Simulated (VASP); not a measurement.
Consider the following.

```yaml
crystal:
  lattice:
    - [1.77392, -3.07251, 0.00000]
    - [1.77392, 3.07251, 0.00000]
    - [0.00000, 0.00000, 5.44733]
  atoms:
    - { symbol: Ho, position: [0.33333, 0.66667, 0.25000] }
    - { symbol: Ho, position: [0.66667, 0.33333, 0.75000] }
```

Level of theory: PBEsol GGA, VASP's PBE PAW potentials (set 64) (plane waves; VASP 6.6.1). Numerical set-up: 480 eV cut-off, 12×12×6 Γ-centred mesh, first-order Methfessel-Paxton smearing of 0.10 eV, potentials Ho_3.

The 4f electrons are frozen in the core of the lanthanide potential, so 4f levels, which can set the real gap, and their magnetism are missing.

Question: Predict the energy per atom (σ→0), band gap (on the k-mesh) with the smallest direct gap where there is one.

Answer: 
```yaml
band gap (on the k-mesh): none (metal, semimetal or under 0.01 eV)
energy per atom (σ→0): -4.941 eV/atom
```

Only differences to runs with the same potentials and settings are physical.

The compound is Ho in the hcp structure. It was relaxed first.
